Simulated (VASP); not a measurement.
Data:

```xyz
2
Lattice="0.0000 2.7074 2.7074 2.7074 0.0000 2.7074 2.7074 2.7074 0.0000" Properties=species:S:1:pos:R:3 pbc="T T T"
Pt     0.0000     0.0000     0.0000
S      1.3537     1.3537     1.3537
```

Method: PBE GGA, VASP's PBE PAW potentials (set 64) (plane waves; VASP). Settings: 400 eV cut-off, 13×13×13 Γ-centred mesh, tetrahedra with Blöchl corrections, potentials Pt S.

Unless said otherwise, spin-orbit coupling is left out, though it shifts the bands of the heavy elements here.

**Question.** Tabulate the total density of states (states/eV per cell) against energy (eV; zero at the valence-band maximum or, without a gap, the Fermi level).

**Answer.** 
```
E (eV) | DOS (states/eV)
    -9.98 |  0.00
    -9.62 |  0.00
    -9.26 |  0.00
    -8.90 |  0.00
    -8.66 |  0.00
    -8.30 |  0.00
    -7.94 |  0.00
    -7.58 |  0.00
    -7.22 | # 0.15
    -6.86 | ######## 1.74
    -6.50 | ################## 3.71
    -6.14 | ########### 2.23
    -5.90 | ############################## 6.18
    -5.54 | ############# 2.74
    -5.18 | ######### 1.98
    -4.82 |  0.00
    -4.46 |  0.00
    -4.10 |  0.00
    -3.74 |  0.03
    -3.38 | ############################## 6.27
    -3.14 | #################### 4.11
    -2.78 | ######## 1.65
    -2.42 | ############ 2.52
    -2.06 | ###### 1.25
    -1.70 | ### 0.73
    -1.34 | ######## 1.71
    -0.98 | ####### 1.38
    -0.62 | ####### 1.50
    -0.38 | ######### 1.83
    -0.02 | ######### 1.91
     0.34 | ######### 1.80
     0.70 | ###### 1.17
     1.06 | #### 0.74
     1.42 | ### 0.53
     1.78 | ## 0.36
     2.14 | # 0.12
     2.38 | # 0.13
     2.74 | # 0.19
     3.10 | ## 0.31
     3.46 | ## 0.52
```
Within 2 eV below the Fermi level the largest weight inside VASP's projection spheres is Pt d, then S p.

The structure was generated: PtS was put into the zinc blende type (F-43m), which need not be its known phase. It was relaxed first, which changed the volume by -8 %.
